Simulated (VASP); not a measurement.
Runs of VASP 6.6.1 on Cu2B. Symmetry: Fd-3m, No. 227, cubic system. The conventional cell has a = 6.567 Å, b = 6.567 Å, c = 6.567 Å, α = 90.00°, β = 90.00°, γ = 90.00°. Cu (site symmetry -3m) is surrounded by 6 Cu at 2.32 Å. B (site symmetry -43m) has 12 Cu at 2.72 Å and 4 B at 2.84 Å as nearest neighbours. The cell was built by a generator and needn't be a form met in nature.

```tsv
task	level	potentials or basis	U	k mesh	cutoff (eV)	gap on the mesh (eV)	pressure (GPa)
single point	PBEsol+U	VASP PAW PBE potentials, release 64 (Cu, B)	Cu d U = 5 eV	5 × 5 × 5	520	none	-9.6
single point	PBEsol+U	VASP PAW PBE potentials, release 64 (Cu, B)	Cu d U = 8 eV	5 × 5 × 5	520	none	-11.3
single point	PBEsol+U	VASP PAW PBE potentials, release 64 (Cu, B)	Cu d U = 3 eV	5 × 5 × 5	520	none	-8.5
single point	PBE	VASP PAW PBE potentials, release 64 (Cu, B)	-	7 × 7 × 7	520	none	0.4
single point	PBEsol+U	VASP PAW PBE potentials, release 64 (Cu, B)	Cu d U = 2 eV	5 × 5 × 5	520	none	-7.9
single point	PBEsol+U	VASP PAW PBE potentials, release 64 (Cu, B)	Cu d U = 4 eV	5 × 5 × 5	520	none	(a)
single point	PBEsol+U	VASP PAW PBE potentials, release 64 (Cu, B)	Cu d U = 6 eV	5 × 5 × 5	520	none	(b)
```

Alike in all rows: no spin polarisation; cell as given; smearing fermi-dirac 0.05 eV.

Estimate the missing entries.

(a) -9.2; (b) -10.2.

Caveats: the PAW data sets were made with another functional, which shifts forces and pressure a little (some runs); U without spin polarisation on a metal has little footing (some runs); the U is typed as a test and isn't derived for this compound (some runs).

A k mesh can miss the band edges.

A gap of «none» marks a metal or a gap under the smearing width.

Not every run made on this cell is shown here.
